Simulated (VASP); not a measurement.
An input for Ansatz (written as the equivalent of a VASP run, and not itself run):

Ansatz 0.2 input:
```yaml
crystal:
  lattice:
    - [-1.9137890, 1.9137890, 4.2628580]
    - [1.9137890, -1.9137890, 4.2628580]
    - [1.9137890, 1.9137890, -4.2628580]
  atoms:
    - { symbol: W, position: [0.5000000, 0.5000000, 0.0000000] }
    - { symbol: W, position: [0.7500000, 0.2500000, 0.5000000] }
    - { symbol: W, position: [0.2500000, 0.7500000, 0.5000000] }
    - { symbol: Ti, position: [0.0000000, 0.0000000, 0.0000000] }
kpoints:
  mp_grid: { grid: [6, 6, 6] }
hamiltonian:
  xc: pbe
  pseudopotentials: { kind: paw }
scf:
  occupations: { method: gaussian, width: 0.05 }
  max_iter: 100
output: { forces: true, stress: true, eigenvalues: true }
```

### Question
Translate this input to VASP (INCAR, KPOINTS, POSCAR, choice of POTCAR).

### Answer
This is not unique; one that fits is 
**KPOINTS**
```
Automatic mesh
0
gamma
6 6 6
```

**INCAR**
```
PREC=Accurate
ISIF=2
LWAVE=F
SIGMA=0.05   # width (eV)
NELM=100   # most electronic steps
ENCUT=300   # plane-wave cut-off (eV)
ISMEAR=0   # Gaussian
LASPH=T   # aspherical one-centre terms
EDIFF=1E-6
ALGO=Normal   # blocked Davidson
LCHARG=F
SYSTEM=TiW3
LMAXMIX=6   # l cut-off of mixed one-centre charges
LREAL=F   # projection in real space or not
GGA=PE   # PBE
```

### POSCAR
```
TiW3
1
   -1.9137890000     1.9137890000     4.2628580000
    1.9137890000    -1.9137890000     4.2628580000
    1.9137890000     1.9137890000    -4.2628580000
W Ti
3 1
Direct
  0.5000000000   0.5000000000   0.0000000000
  0.7500000000   0.2500000000   0.5000000000
  0.2500000000   0.7500000000   0.5000000000
  0.0000000000   0.0000000000   0.0000000000
```

POTCAR, in this order: W_sv Ti_sv (PBE.64 set). Program: vasp_std.

What does not carry over: each code has its own PAW files, so the cut-off isn't converted (ENCUT is set for VASP's; basis.ecutwfc is left out, and Ansatz then takes the one that its files recommend); Ansatz stops its SCF on the density residual and VASP on the energy change (EDIFF).

The structure was generated: TiW3 was put into an ordered model structure, which need not be its known phase. The cell was not relaxed at this level. The k-mesh is coarse (spacing up to 0.39 per Å, 2π included), so the numbers may not be converged in it.
